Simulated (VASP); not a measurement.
```xyz
3
Lattice="1.8615 -3.2242 0.0000 1.8615 3.2242 0.0000 0.0000 0.0000 6.0180" Properties=species:S:1:pos:R:3 pbc="T T T"
Sn     0.0000     0.0000     0.0000
S      1.8615     1.0747     1.5045
S      1.8615    -1.0747     4.5135
```

The base run (VASP): PBE GGA, plane waves, VASP's PBE PAW potentials (set 64). Run with 400 eV cut-off, 6×6×4 Γ-centred mesh, Gaussian smearing of 0.050 eV, potentials Sn_d S.

One setting is varied; ΔE counts from the base run. The base run took about 9 core-seconds. Times come from single runs on busy shared machines, so they are rough: good to a factor of about 2.

Pressures at a finite cut-off, here 400 eV, hold a Pulay part, which wasn't tested here.

```json
[
 {"setting": "base run", "cost over the base run": "reference", "electronic steps": "14", "ΔE (meV/atom)": "0.0", "pressure (GPa)": "-1.33"},
 {"setting": "SYMPREC = 1E-3", "cost over the base run": "within a factor of 2", "electronic steps": "14", "ΔE (meV/atom)": "0.0", "pressure (GPa)": "-1.33"},
 {"setting": "ISYM = 1", "cost over the base run": "within a factor of 2", "electronic steps": "14", "ΔE (meV/atom)": "0.0", "pressure (GPa)": "-1.33"},
 {"setting": "ISYM = 0", "cost over the base run": "about 2 times", "electronic steps": "14", "ΔE (meV/atom)": "0.0", "pressure (GPa)": "-1.33"},
 {"setting": "ISYM = -1", "cost over the base run": "about 4 times", "electronic steps": "14", "ΔE (meV/atom)": "0.0", "pressure (GPa)": "-1.33"}
]
```

Left out are runs that failed, have no time on record or changed the cell.

The compound is SnS2 in the 1T layered structure. The cell was not relaxed at this level.
